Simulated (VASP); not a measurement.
A convergence study with VASP on SrTe (rock salt): one setting is varied, all else stays as given below, so the limit is that of these other settings. Each run relaxes cell and ions from the cell shown. The basis is that of the starting cell, so low cut-offs carry a Pulay error.

```yaml
crystal:
  lattice:
    - [0.00000, 3.33000, 3.33000]
    - [3.33000, 0.00000, 3.33000]
    - [3.33000, 3.33000, 0.00000]
  atoms:
    - { symbol: Sr, position: [0.00000, 0.00000, 0.00000] }
    - { symbol: Te, position: [0.50000, 0.50000, 0.50000] }
```

All values below come from PBE GGA, VASP's PBE PAW potentials (set 64) (plane waves; VASP). The tightest run used: 700 eV cut-off, 6×6×6 Γ-centred mesh, Gaussian smearing of 0.050 eV, potentials Sr_sv Te.

Unless said otherwise, spin-orbit coupling is left out, though it shifts the bands of the heavy elements here. Gaps are read on the run's mesh, which can miss a band edge.

Task: The settings run are ENCUT = 150; ENCUT = 200; ENCUT = 250; ENCUT = 300; ENCUT = 350; ENCUT = 400; ENCUT = 450; ENCUT = 500; ENCUT = 550; ENCUT = 600; ENCUT = 650; ENCUT = 700. From which on does the relaxed volume stay within 0.02 Å³/atom of the tightest run?

Result: From ENCUT = 500 on: it is off by 0.012 there and by no more than 0.02 in any finer run, while ENCUT = 450 is off by 0.030.
```csv
setting,relaxed volume (Å³/atom),E (eV/atom),gap on the mesh (eV),plane waves,difference judged (Å³/atom)
ENCUT = 150,34.990,-4.2703,1.543,331,3.033
ENCUT = 200,37.738,-4.1363,1.746,489,0.285
ENCUT = 250,37.812,-4.1323,1.752,680,0.211
ENCUT = 300,37.939,-4.1334,1.761,893,0.083
ENCUT = 350,38.006,-4.1329,1.766,1113,0.016
ENCUT = 400,37.994,-4.1329,1.765,1363,0.028
ENCUT = 450,37.993,-4.1335,1.765,1639,0.030
ENCUT = 500,38.011,-4.1339,1.766,1895,0.012
ENCUT = 550,38.023,-4.1340,1.767,2200,0.000
ENCUT = 600,38.024,-4.1340,1.767,2488,0.001
ENCUT = 650,38.022,-4.1340,1.767,2798,0.001
ENCUT = 700,38.023,-4.1340,1.767,3138,0.000
```

Left out are rungs that failed or repeat a setting and relaxations that didn't move; long series are thinned to 24 rows.

The compound is SrTe in the rock salt structure.
